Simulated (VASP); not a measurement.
Here is the system:

```
CELL_PARAMETERS angstrom
      1.46824    -2.54307     0.00000
      1.46824     2.54307     0.00000
      0.00000     0.00000     3.06055
ATOMIC_POSITIONS crystal
  Ti 0.00000 0.00000 0.00000
  B  0.33333 0.66667 0.50000
  B  0.66667 0.33333 0.50000
```

Level of theory: PBEsol GGA, VASP's PBE PAW potentials (set 64) (plane waves; VASP). Settings: 620 eV cut-off, 12×12×10 Γ-centred mesh, first-order Methfessel-Paxton smearing of 0.10 eV, potentials Ti_sv B.

Energy and stress use the plane-wave basis of the starting cell.

Question: The ions, cell shape and volume at an external pressure of 45.0 GPa are relaxed. Give the cell that the relaxation ends in.

Answer: 
```
CELL_PARAMETERS angstrom
      1.45187    -2.51471     0.00000
      1.45187     2.51471     0.00000
      0.00000     0.00000     3.01291
ATOMIC_POSITIONS crystal
  Ti 0.00000 0.00000 0.00000
  B  0.33333 0.66667 0.50000
  B  0.66667 0.33333 0.50000
```
Space group P6/mmm (191), at a tolerance of 0.03 Å.

Question: How do energy and volume change from the first to the last step?

Answer: The energy (σ→0) changes by +66.6 meV/atom and the volume by -3.7 %, in 6 ionic steps.

```csv
step,E(σ→0) (eV),max force (eV/Å),pressure (GPa),volume (Å³)
1,-25.5936,0.000,30.12,22.86
2,-24.8605,0.000,77.38,20.59
3,-25.4052,0.000,44.73,22.04
4,-25.4007,0.000,44.96,22.03
5,-25.3961,0.000,45.27,22.01
6,-25.3937,0.000,45.30,22.00
```

The compound is TiB2 in the AlB2 type structure. This run relaxes it under an external pressure of 45 GPa. Symmetry was kept, so distortions that lower it aren't found.
